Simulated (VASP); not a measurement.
Computed with PBEsol GGA, VASP's PBE PAW potentials (set 64) (plane waves; VASP 6.6.1).

VASP input:

### POSCAR
```
CuAu
1
    2.7952412784     0.0000000000     0.0000000000
    0.0000000000     2.7952412784     0.0000000000
   -0.0000000000     0.0000000000     3.4585272123
Cu Au
1 1
Direct
  0.0000000000   0.0000000000   0.0000000000
  0.5000000000   0.5000000000   0.5000000000
```

KPOINTS:
```
Automatic
0
Gamma
12 12 10
```

**INCAR**
```
SYSTEM = CuAu
PREC = Accurate
ENCUT = 480
EDIFF = 1E-7
NELM = 100
ALGO = Normal
LREAL = .FALSE.
LASPH = .TRUE.
ISMEAR = 1
SIGMA = 0.1
GGA = PS
LMAXMIX = 6
LWAVE = .FALSE.
LCHARG = .FALSE.
ISIF = 3
IBRION = 2
NSW = 40
EDIFFG = -0.01
PSTRESS = 100
```

POTCAR, in this order: Cu Au (PBE.64 set). Program: vasp_std.

Output of the run:

### OSZICAR
```
       N       E                     dE             d eps       ncg     rms          rms(c)
DAV:   1     0.122934976737E+03    0.12293E+03   -0.10943E+04  5342   0.201E+03
DAV:   2    -0.536824015761E+01   -0.12830E+03   -0.12244E+03  5166   0.324E+02
DAV:   3    -0.950297864524E+01   -0.41347E+01   -0.40848E+01  6407   0.684E+01
DAV:   4    -0.954467325890E+01   -0.41695E-01   -0.41686E-01  5810   0.587E+00
DAV:   5    -0.954588896949E+01   -0.12157E-02   -0.12157E-02  7543   0.108E+00    0.142E+01
DAV:   6    -0.890101559152E+01    0.64487E+00   -0.10492E+01  5153   0.987E+01    0.608E+00
DAV:   7    -0.840211140468E+01    0.49890E+00   -0.39975E+00  6199   0.104E+02    0.670E+00
DAV:   8    -0.833157357875E+01    0.70538E-01   -0.31237E-01  7076   0.149E+01    0.317E+00
DAV:   9    -0.832007998861E+01    0.11494E-01   -0.49762E-02  7650   0.620E+00    0.243E-01
DAV:  10    -0.831926379160E+01    0.81620E-03   -0.63563E-03  7512   0.139E+00    0.815E-02
DAV:  11    -0.831927508348E+01   -0.11292E-04   -0.10821E-04  7716   0.244E-01    0.433E-02
DAV:  12    -0.831926873717E+01    0.63463E-05   -0.99241E-06  7504   0.110E-01    0.281E-03
DAV:  13    -0.831926857722E+01    0.15995E-06   -0.10906E-06  7658   0.318E-02    0.318E-03
DAV:  14    -0.831926860111E+01   -0.23895E-07   -0.20621E-07  3507   0.161E-02
   1 F= -.66326409E+01 E0= -.66327966E+01  d E =-.663264E+01
       N       E                     dE             d eps       ncg     rms          rms(c)
DAV:   1    -0.831717504380E+01    0.20935E-02   -0.29590E-02  5232   0.370E+00    0.329E-01
DAV:   2    -0.831593799849E+01    0.12370E-02   -0.13021E-02  5098   0.371E+00    0.158E-01
DAV:   3    -0.831540843483E+01    0.52956E-03   -0.49184E-03  5487   0.272E+00    0.121E-01
DAV:   4    -0.831532683781E+01    0.81597E-04   -0.26339E-04  6799   0.541E-01    0.621E-02
DAV:   5    -0.831531138464E+01    0.15453E-04   -0.65446E-05  7393   0.263E-01    0.143E-02
DAV:   6    -0.831530978429E+01    0.16003E-05   -0.94522E-06  7703   0.783E-02    0.115E-03
DAV:   7    -0.831530975969E+01    0.24602E-07   -0.20753E-07  4458   0.813E-03
   2 F= -.66326204E+01 E0= -.66327817E+01  d E =0.205025E-04
       N       E                     dE             d eps       ncg     rms          rms(c)
DAV:   1    -0.831841120262E+01   -0.31014E-02   -0.10831E-02  5197   0.225E+00    0.198E-01
DAV:   2    -0.831795484434E+01    0.45636E-03   -0.47033E-03  5112   0.224E+00    0.952E-02
DAV:   3    -0.831776597353E+01    0.18887E-03   -0.18013E-03  5424   0.162E+00    0.740E-02
DAV:   4    -0.831773435242E+01    0.31621E-04   -0.96449E-05  6773   0.332E-01    0.381E-02
DAV:   5    -0.831772723292E+01    0.71195E-05   -0.24975E-05  7362   0.165E-01    0.902E-03
DAV:   6    -0.831772679445E+01    0.43847E-06   -0.36437E-06  7697   0.498E-02    0.720E-04
DAV:   7    -0.831772682668E+01   -0.32232E-07   -0.70168E-08  2919   0.535E-03
   3 F= -.66326575E+01 E0= -.66328155E+01  d E =-.165743E-04
```

**OUTCAR**
```
------------------------ aborting loop because EDIFF is reached ----------------------------------------
  FORCE on cell =-STRESS in cart. coord.  units (eV):
  Direction    XX          YY          ZZ          XY          YZ          ZX
  --------------------------------------------------------------------------------------
  Total        1.6898953      1.6898953      1.6852644      0.0000000     -0.0000000      0.0000000
  in kB      100.2863994    100.2863994    100.0115794      0.0000000     -0.0000000      0.0000000
  external PRESSURE =       0.1947927 kB  Pullay stress =     100.0000000 kB
  volume of cell :       27.00
      direct lattice vectors                 reciprocal lattice vectors
     2.794414621  0.000000000  0.000000000     0.357856702  0.000000000  0.000000000
     0.000000000  2.794414621  0.000000000     0.000000000  0.357856702  0.000000000
     0.000000000 -0.000000000  3.457376377     0.000000000 -0.000000000  0.289236661
 POSITION                                       TOTAL-FORCE (eV/Angst)
 -----------------------------------------------------------------------------------
      0.00000      0.00000      0.00000         0.000000      0.000000      0.000000
      1.39721      1.39721      1.72869         0.000000     -0.000000      0.000000
 -----------------------------------------------------------------------------------
    total drift:                               -0.000000      0.000000      0.000000
  FREE ENERGIE OF THE ION-ELECTRON SYSTEM (eV)
  ---------------------------------------------------
  free  energy   TOTEN  =        -8.3177268267 eV

  energy  without entropy=       -8.3182008924  energy(sigma->0) =       -8.31788485
  enthalpy is  TOTEN    =        -6.6326575208 eV   P V=        1.6850693059

 reached required accuracy - stopping structural energy minimisation
```
(Selected blocks of OUTCAR.)

File CONTCAR:
```
CuAu
   1.00000000000000
     2.7944146210369598    0.0000000000000000    0.0000000000000000
     0.0000000000000000    2.7944146210369598    0.0000000000000000
     0.0000000000000000   -0.0000000000000000    3.4573763770464416
  Cu              Au
     1     1
Direct
     0.0000000000000000    0.0000000000000000    0.0000000000000000
     0.5000000000000000    0.5000000000000000    0.5000000000000000
```

The compound is CuAu in the L1_0 structure. This run relaxes it under an external pressure of 10 GPa. Symmetry was kept, so distortions that lower it aren't found.
